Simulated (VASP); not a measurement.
Output of a VASP run:

OSZICAR:
```
       N       E                     dE             d eps       ncg     rms          rms(c)
DAV:   1     0.149900323626E+03    0.14990E+03   -0.10184E+04  2360   0.188E+03
DAV:   2    -0.982898668971E+01   -0.15973E+03   -0.15702E+03  2364   0.412E+02
DAV:   3    -0.187636505048E+02   -0.89347E+01   -0.88426E+01  3606   0.107E+02
DAV:   4    -0.190431387983E+02   -0.27949E+00   -0.27854E+00  2876   0.158E+01
DAV:   5    -0.190529751909E+02   -0.98364E-02   -0.98354E-02  3396   0.276E+00    0.166E+01
DAV:   6    -0.178573427464E+02    0.11956E+01   -0.17571E+01  2450   0.655E+01    0.939E+00
DAV:   7    -0.182041227295E+02   -0.34678E+00   -0.22494E+01  3574   0.566E+01    0.161E+01
DAV:   8    -0.167656094190E+02    0.14385E+01   -0.95448E+00  3452   0.336E+01    0.194E+00
DAV:   9    -0.167939952909E+02   -0.28386E-01   -0.38344E-01  3518   0.692E+00    0.203E+00
DAV:  10    -0.167732168723E+02    0.20778E-01   -0.10419E-01  3456   0.435E+00    0.461E-01
DAV:  11    -0.167718713086E+02    0.13456E-02   -0.84137E-03  3066   0.108E+00    0.168E-01
DAV:  12    -0.167715987061E+02    0.27260E-03   -0.12853E-03  3748   0.387E-01    0.330E-02
DAV:  13    -0.167715993262E+02   -0.62014E-06   -0.43098E-05  2882   0.846E-02    0.283E-02
DAV:  14    -0.167715947530E+02    0.45732E-05   -0.18970E-05  3294   0.517E-02    0.626E-03
DAV:  15    -0.167715941945E+02    0.55849E-06   -0.97714E-07  1382   0.169E-02
   1 F= -.13889959E+02 E0= -.13890315E+02  d E =-.138900E+02
```

File OUTCAR:
```
------------------------ aborting loop because EDIFF is reached ----------------------------------------
  FORCE on cell =-STRESS in cart. coord.  units (eV):
  Direction    XX          YY          ZZ          XY          YZ          ZX
  --------------------------------------------------------------------------------------
  Total        2.8715764      2.8715764      2.8715764     -0.0000000     -0.0000000     -0.0000000
  in kB      199.3018551    199.3018551    199.3018551     -0.0000000     -0.0000000     -0.0000000
  external PRESSURE =      -0.6981449 kB  Pullay stress =     200.0000000 kB
  volume of cell :       23.08
      direct lattice vectors                 reciprocal lattice vectors
     2.847343553  0.000000000  0.000000000     0.351204546  0.000000000  0.000000000
     0.000000000  2.847343553  0.000000000     0.000000000  0.351204546  0.000000000
     0.000000000  0.000000000  2.847343553     0.000000000  0.000000000  0.351204546
 POSITION                                       TOTAL-FORCE (eV/Angst)
 -----------------------------------------------------------------------------------
      0.00000      0.00000      0.00000         0.000000      0.000000      0.000000
      1.42367      1.42367      1.42367         0.000000      0.000000      0.000000
 -----------------------------------------------------------------------------------
    total drift:                                0.000000      0.000000     -0.000000
  FREE ENERGIE OF THE ION-ELECTRON SYSTEM (eV)
  ---------------------------------------------------
  free  energy   TOTEN  =       -16.7715941945 eV

  energy  without entropy=      -16.7726623083  energy(sigma->0) =      -16.77195023
  enthalpy is  TOTEN    =       -13.8899588219 eV   P V=        2.8816353726

 reached required accuracy - stopping structural energy minimisation
```
(Selected blocks of OUTCAR.)

### POSCAR
```
TiCo
1
    2.8473435527     0.0000000000     0.0000000000
    0.0000000000     2.8473435527     0.0000000000
    0.0000000000     0.0000000000     2.8473435527
Ti Co
1 1
Direct
  0.0000000000   0.0000000000   0.0000000000
  0.5000000000   0.5000000000   0.5000000000
```

Question: Reconstruct the remaining input files.

Answer: This is not unique; one that fits is the input of the run itself, PBEsol GGA, plane waves, VASP's PBE PAW potentials (set 64).

INCAR:
```
ALGO  =  Normal
EDIFF  =  1E-6
EDIFFG  =  -0.02
ENCUT  =  500
GGA  =  PS
IBRION  =  2
ISIF  =  3
ISMEAR  =  1
LASPH  =  T
LCHARG  =  F
LMAXMIX  =  4
LREAL  =  F
LWAVE  =  F
NELM  =  100
NSW  =  40
PREC  =  Accurate
PSTRESS  =  200
SIGMA  =  0.1
SYSTEM  =  TiCo
```

File KPOINTS:
```
Automatic mesh
0
Gamma
13 13 13
0 0 0
```

POTCAR, in this order: Ti_sv Co (PBE.64 set). Program: vasp_std.

The compound is TiCo in the CsCl type structure. It was relaxed first under an external pressure of 20 GPa. The run is not spin-polarised, so no magnetic state was tried. The electron count is odd and the run is not spin-polarised, which forces a metal.
